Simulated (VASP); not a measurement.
Consider the following.

```xyz
1
Lattice="0.0000 2.0400 2.0400 2.0400 0.0000 2.0400 2.0400 2.0400 0.0000" Properties=species:S:1:pos:R:3 pbc="T T T"
Au     0.0000     0.0000     0.0000
```

The numbers are results of r2SCAN meta-GGA, VASP's PBE PAW potentials (set 64) (plane waves; VASP), not measurements. Run with 520 eV cut-off, 14×14×14 Γ-centred mesh, first-order Methfessel-Paxton smearing of 0.10 eV, potentials Au.

Energy and stress use the plane-wave basis of the starting cell.

### Question
The ions, cell shape and volume are relaxed. What does this cell relax into?

### Answer

```xyz
1
Lattice="0.0000 2.0632 2.0632 2.0632 0.0000 2.0632 2.0632 2.0632 0.0000" Properties=species:S:1:pos:R:3 pbc="T T T"
Au     0.0000     0.0000     0.0000
```
Space group Fm-3m (225), at a tolerance of 0.03 Å.

### Question
How do energy and volume change from the first to the last step?

### Answer
The energy (σ→0) changes by -9.7 meV/atom and the volume by +3.4 %, in 3 ionic steps.

The compound is Au in the fcc structure. This run relaxes it. Symmetry was kept, so distortions that lower it aren't found.
